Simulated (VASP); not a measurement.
Crystal: Pt.

```
Pt
1.0
     0.00000    1.96200    1.96200
     1.96200    0.00000    1.96200
     1.96200    1.96200    0.00000
Pt
1
Direct
  0.00000 0.00000 0.00000
```

Base run:

| Item | Value |
| --- | --- |
| Program | VASP 6.6.1 |
| Functional | PBE |
| Potentials or basis | VASP PAW PBE potentials, release 64 (Pt) |
| Cutoff | 520 eV |
| k mesh | 20 × 20 × 20 |
| Occupations | fermi-dirac, width 0.1 eV |
| Spin | no spin polarisation |

Its results: pressure 9.4 GPa.

Question: The run is repeated on the same cell with these changes: spin from no spin polarisation to non-collinear spin, zero start, spin-orbit coupling. What comes out?

Answer: Pressure 10.0 GPa; net moment 0.00 μB per cell.
